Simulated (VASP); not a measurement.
Given:

```
KBr
1.0
    0.00000     2.64663     2.64663
    2.64663     0.00000     2.64663
    2.64663     2.64663     0.00000
K Br
1 1
Cartesian
  0.00000   0.00000   0.00000
  2.64663   2.64663   2.64663
```

These are LDA (Ceperley-Alder, Perdew-Zunger), VASP's LDA PAW potentials (set 64) (plane waves; VASP) values and carry that method's errors. Settings: 500 eV cut-off, 9×9×9 Γ-centred mesh, Gaussian smearing of 0.050 eV, potentials K_sv Br.

Q: What does the run give for the energy per atom (σ→0), pressure?

A: 
```yaml
energy per atom (σ→0): -2.272 eV/atom
pressure: 451.6 kbar
```

Only differences to runs with the same potentials and settings are physical.

The compound is KBr in the rock salt structure. It was relaxed first under an external pressure of 45 GPa.
